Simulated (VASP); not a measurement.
# Cu: single point with LDA

Cu:

```
Cu
1.0
     0.00000    1.77930    1.77930
     1.77930    0.00000    1.77930
     1.77930    1.77930    0.00000
Cu
1
Direct
  0.00000 0.00000 0.00000
```

The cell isn't the ideal one: a relaxed cell with its volume scaled by 1.03.

```json
{"Program": "VASP 6.6.1", "Task": "single point", "Functional": "LDA", "Potentials or basis": "VASP PAW LDA potentials, release 64 (Cu)", "Cutoff": "350 eV", "k mesh": "10 × 10 × 10", "Occupations": "gaussian, width 0.1 eV", "Spin": "no spin polarisation"}
```

The pressure is -5.0 GPa and the band gap on the k mesh is none (metal or under the smearing width).

Levels at points of the mesh, in eV from the Fermi level:
```tsv
k point	band 3	band 4	band 5	band 6	band 7	band 8	band 9	band 10
(0.00, 0.00, 0.00)	-3.10	-3.10	-2.19	-2.19	23.18	26.02	26.02	26.02
(0.50, 0.00, 0.00)	-3.13	-1.58	-1.58	-0.99	4.09	21.68	22.77	22.77
(0.50, 0.50, 0.00)	-1.60	-1.43	-1.43	1.58	7.57	13.49	13.49	18.25
```

Run time: 1.8 s on 1 thread of Intel(R) Xeon(R) 6975P-C (Granite Rapids), on a shared host, peak memory 0.1 GiB.

Caveat: the cutoff is under 1.25 times the usual one of these potentials, so pressure, stress and relaxed cells hold a basis-set (Pulay) error.
